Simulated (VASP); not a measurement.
The cell holds one AgBr (rock salt) (100) slab, with vacuum along c, ions free to move until forces fall under 0.03 eV/Å, no reconstruction beyond this cell, dipole correction on. Ionisation potential and electron affinity count from the cell's own band edges, surface states included.

```
CELL_PARAMETERS angstrom
      4.01212     0.00000     0.00000
      0.00000     4.01212     0.00000
      0.00000     0.00000    26.09842
ATOMIC_POSITIONS crystal
  Ag 0.00000 0.50000 0.34273
  Ag 0.50000 0.00000 0.44075
  Ag 0.00000 0.50000 0.55925
  Ag 0.50000 0.00000 0.65727
  Br 0.00000 0.50000 0.44841
  Br 0.50000 0.00000 0.33284
  Br 0.00000 0.50000 0.66716
  Br 0.50000 0.00000 0.55159
```

The numbers are results of PBEsol GGA, VASP's PBE PAW potentials (set 64) (plane waves; VASP 6.6.1), not measurements. Numerical set-up: 400 eV cut-off, 5×5×1 Γ-centred mesh, Gaussian smearing of 0.050 eV, potentials Ag Br.

Slab and bulk use different k-meshes, so the surface energy is good to a few per cent at best.

### Question
Predict its surface energy, ionisation potential, electron affinity.

### Answer

```json
{
  "surface_energy": "12 meV/Å^2",
  "ionisation_potential": "5.45 eV",
  "electron_affinity": "4.58 eV"
}
```

The cell is a thin slab with vacuum, built from AgBr (rock salt): (100) face.
